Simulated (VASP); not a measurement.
Given:

```
CELL_PARAMETERS angstrom
      0.00000     3.18407     3.18407
      3.18407     0.00000     3.18407
      3.18407     3.18407     0.00000
ATOMIC_POSITIONS crystal
  Sn 0.01570 0.98430 0.01570
  Te 0.50000 0.50000 0.50000
```

Level of theory: r2SCAN meta-GGA, VASP's PBE PAW potentials (set 64) (plane waves; VASP). Run with 480 eV cut-off, 8×8×8 Γ-centred mesh, Gaussian smearing of 0.050 eV, potentials Sn_d Te.

Unless said otherwise, spin-orbit coupling is left out, though it shifts the bands of the heavy elements here.

Q: Estimate the energy per atom (σ→0), band gap (on the k-mesh) with the smallest direct gap where there is one.

A: 
The band gap (on the k-mesh) comes out as 0.29 eV, the smallest direct gap (on the k-mesh) is 0.29 eV and the energy per atom (σ→0) is -25.344 eV/atom.

Only differences to runs with the same potentials and settings are physical.

The compound is SnTe in the rock salt structure, which distorts at low temperature. This cell was strained or had an atom moved on purpose.
